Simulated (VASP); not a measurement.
Calculation: LDA (Ceperley-Alder, Perdew-Zunger), VASP's LDA PAW potentials (set 64) (plane waves; VASP).

The input files of a VASP run:

### POSCAR
```
CeMg3
1.0
  0.0000000000   3.6136620000   3.6136620000
  3.6136620000   0.0000000000   3.6136620000
  3.6136620000   3.6136620000   0.0000000000
Ce Mg
1 3
Cart
  0.0000000000   0.0000000000   0.0000000000
  5.4204930000   5.4204930000   5.4204930000
  1.8068310000   1.8068310000   1.8068310000
  3.6136620000   3.6136620000   3.6136620000
```

### INCAR
```
SYSTEM = CeMg3
PREC = Accurate
ENCUT = 300
EDIFF = 1E-6
NELM = 100
ALGO = Normal
LREAL = .FALSE.
LASPH = .TRUE.
ISMEAR = 0
SIGMA = 0.2
LMAXMIX = 6
LWAVE = .FALSE.
LCHARG = .FALSE.
ISIF = 2
ISPIN = 2
LORBIT = 11
```

**KPOINTS**
```
Automatic mesh
0
Gamma
5 5 5
0 0 0
```

POTCAR, in this order: Ce Mg (LDA.64 set). Program: vasp_std. The INCAR's line for the spin-polarised start is left out here.

Question: What will the output report for the number of irreducible k-points (NKPTS), largest plane-wave count, number of space-group operations, FFT grid (NGX, NGY, NGZ)?

Answer: 
- number of irreducible k-points (NKPTS) = 10
- largest plane-wave count = 1139
- number of space-group operations = 48
- FFT grid (NGX, NGY, NGZ) = 30 × 30 × 30

The structure comes from a computed database's CeMg3 entry; how it stands against other phases isn't given here. The cell was not relaxed at this level, and its volume differs by -5.9 % from the start's. The k-mesh is coarse (spacing up to 0.30 per Å, 2π included), so the numbers may not be converged in it. VASP warned that the highest band is occupied, so more bands are needed.
